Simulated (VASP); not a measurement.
OSZICAR of a VASP run on Cu (fcc):

**OSZICAR**
```
       N       E                     dE             d eps       ncg     rms          rms(c)
DAV:   1     0.310963215835E+02    0.31096E+02   -0.49147E+03  2715   0.172E+03
DAV:   2    -0.428581485570E+01   -0.35382E+02   -0.33765E+02  2621   0.182E+02
DAV:   3    -0.462621961850E+01   -0.34040E+00   -0.33978E+00  3161   0.255E+01
DAV:   4    -0.462832506602E+01   -0.21054E-02   -0.21052E-02  3196   0.176E+00
DAV:   5    -0.462834935918E+01   -0.24293E-04   -0.24293E-04  3140   0.154E-01    0.766E+00
DAV:   6    -0.410339138814E+01    0.52496E+00   -0.16823E+01  2742   0.947E+01    0.389E+00
DAV:   7    -0.373920175904E+01    0.36419E+00   -0.26256E+00  2776   0.371E+01    0.577E-01
DAV:   8    -0.372843650325E+01    0.10765E-01   -0.50999E-03  2877   0.126E+00    0.308E-01
DAV:   9    -0.372676684867E+01    0.16697E-02   -0.11869E-02  2869   0.233E+00    0.326E-02
DAV:  10    -0.372676700425E+01   -0.15558E-06   -0.53734E-05  3833   0.151E-01    0.873E-03
DAV:  11    -0.372676576909E+01    0.12352E-05   -0.12494E-06  2104   0.242E-02    0.439E-04
DAV:  12    -0.372676578009E+01   -0.10999E-07   -0.51303E-08  1465   0.318E-03
   1 F= -.37267658E+01 E0= -.37267243E+01  d E =-.124416E-03
```

Which electronic solver shows in the log?

It is blocked Davidson (ALGO = Normal, or the opening steps of other solvers). The INCAR had ALGO = Normal.

Can the final energy be trusted as converged?

The calculation finished and met its thresholds. It stopped with EDIFF = 1E-6, NELM = 100 (PBE GGA, plane waves, VASP's PBE PAW potentials (set 64)).

The compound is Cu in the fcc structure. The cell was not relaxed at this level. The run is one of a series of settings (LASPH = .FALSE. against the base run), some of them coarse on purpose.
